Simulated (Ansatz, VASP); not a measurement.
# Si2B2C: VASP beside Ansatz

The input INCAR:

```
SYSTEM = Si2B2C
PREC     = Accurate       ! precision mode
ENCUT    = 520            ! plane-wave cutoff, eV
EDIFF    = 1E-7           ! SCF threshold, eV
ISMEAR   = 0              ! smearing method
SIGMA    = 0.1            ! smearing width, eV
LREAL    = .False.        ! projectors in reciprocal space
LASPH    = .True.         ! aspherical terms in the spheres
NELM     = 150            ! most SCF steps
ALGO     = Normal         ! electronic algorithm
ISIF     = 2              ! what is computed and relaxed
LWAVE    = .False.        ! write WAVECAR
LCHARG   = .False.        ! write CHGCAR
ISPIN    = 2              ! spin polarisation
MAGMOM   = 0 0 0 0 1      ! initial moments
LORBIT   = 11             ! projections on sites
GGA      = PE             ! functional
NBANDS   = 21             ! bands
```

File KPOINTS:

```
regular mesh
0
Gamma
  6 6 4
  0 0 0
```

Contents of POSCAR:

```
Si2B2C
1.0
    2.8983668434      0.0000000000      0.0000000000
   -1.4491834217      2.5100593158      0.0000000000
    0.0000000000      0.0000000000      6.6176063712
Si B C
2 2 1
Direct
    0.3333333333      0.6666666667      0.1856654599
    0.3333333333      0.6666666667      0.8143345401
    0.6666666667      0.3333333333      0.5000000000
    0.0000000000      0.0000000000      0.0000000000
    0.3333333333      0.6666666667      0.5000000000
```

Input for Ansatz:

```yaml
crystal:
  lattice:
    - [2.8983668434, 0.0, 0.0]
    - [-1.4491834217, 2.5100593158, 0.0]
    - [0.0, 0.0, 6.6176063712]
  atoms:
    - { symbol: Si, position: [0.3333333333, 0.6666666667, 0.1856654599] }
    - { symbol: Si, position: [0.3333333333, 0.6666666667, 0.8143345401] }
    - { symbol: B, position: [0.6666666667, 0.3333333333, 0.5] }
    - { symbol: B, position: [0.0, 0.0, 0.0] }
    - { symbol: C, position: [0.3333333333, 0.6666666667, 0.5], spin: 1.0 }
basis:
  ecutwfc: 420
kpoints:
  mp_grid: { grid: [6, 6, 4] }
hamiltonian:
  xc: pbe
scf:
  occupations: { method: gaussian, width: 0.1 }
  lower_state_search: "off"
output:
  forces: true
  stress: true
  eigenvalues: true
  populations: true
magnetization:
  spin_polarized: true
```

Alike in both runs: task single point; functional PBE; k mesh 6 × 6 × 4; occupations gaussian, width 0.1 eV; collinear spin.

|  | VASP | Ansatz |
| --- | --- | --- |
| version | VASP 6.6.1 | Ansatz 0.2.0 |
| potentials or method | VASP PAW PBE potentials, release 64 (Si, B, C) | scalar-relativistic, plane waves, PAW |
| plane-wave cutoff (eV) | 520 | 420 |
| valence electrons in the cell | 18 | 18 |

```tsv
	VASP	Ansatz	Ansatz less VASP
gap on the k mesh at the Fermi level (eV)	none	none	-
pressure (GPa)	0.0	0.0	0.00
largest component of the traceless stress (GPa)	0.10	0.00	-0.097
rms of the force components (eV/Å)	0.006	0.000	-0.0051
net moment per atom (μB)	0.00	0.00	0.000
```

Atom by atom the forces differ by 0.005 eV/Å (rms over components). A gap of «none» marks a metal or a gap that the smearing closes. Ansatz warned: «filled_band_counts_differ_across_k_points».

Caveats: the k mesh is coarse (spacing up to 0.42 Å⁻¹), so the values aren't converged.
